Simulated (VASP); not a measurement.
Consider the following.

```
GaP
1.0
    0.00000     2.78020     2.78020
    2.78020     0.00000     2.78020
    2.78020     2.78020     0.00000
Ga P
1 1
Direct
  0.00000   0.00000   0.00000
  0.25000   0.25000   0.25000
```

Computed with HSE06 screened hybrid, VASP's PBE PAW potentials (set 64) (plane waves; VASP 6.6.1). Numerical set-up: 520 eV cut-off, 6×6×6 Γ-centred mesh, Gaussian smearing of 0.050 eV, potentials Ga_d P.

What does the run give for the energy per atom (σ→0), pressure, band gap (on the k-mesh) with the smallest direct gap where there is one?

```
Property                                          Value
-----------------------------------  ------------------
band gap (on the k-mesh)                        2.27 eV
smallest direct gap (on the k-mesh)             2.27 eV
energy per atom (σ→0)                -520.0 kJ/mol-atom
pressure                                      -4.19 GPa
```

The absolute energy has meaning only against runs of the same code, potentials and settings.

The compound is GaP in the zinc blende structure. This cell is one point of a volume scan, at 1.03 of the reference volume. The cell's shape comes from a PBE relaxation.
